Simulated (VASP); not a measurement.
CoSi2 (fluorite) relaxed at rising pressure, in one space group throughout; other phases were not tried. The pressures are those reached. Calculation: PBE GGA, VASP's PBE PAW potentials (set 64) (plane waves; VASP).

```
P (GPa)  V (Å³/atom)    k-mesh
-------  -----------  --------
0.09          12.814  10×10×10
4.97          12.489  10×10×10
9.93          12.199  10×10×10
20.02         11.705  10×10×10
29.94         11.305  10×10×10
```

Fit an equation of state and predict the volume at 44.86 GPa.

Least squares on the third-order Birch-Murnaghan form, P = (3B0/2)(y⁷ − y⁵)[1 + (3/4)(B′ − 4)(y² − 1)] with y = (V0/V)^(1/3), gives V0 = 12.820 Å³/atom, B0 = 179 GPa and B′ = 4.5, and so 10.814 Å³/atom. The run gave 10.806 Å³/atom, -0.1 % from the fit.

Pressures at which the relaxation failed are left out.

The compound is CoSi2 in the fluorite structure. The run is not spin-polarised, so no magnetic state was tried. The electron count is odd and the run is not spin-polarised, which forces a metal.
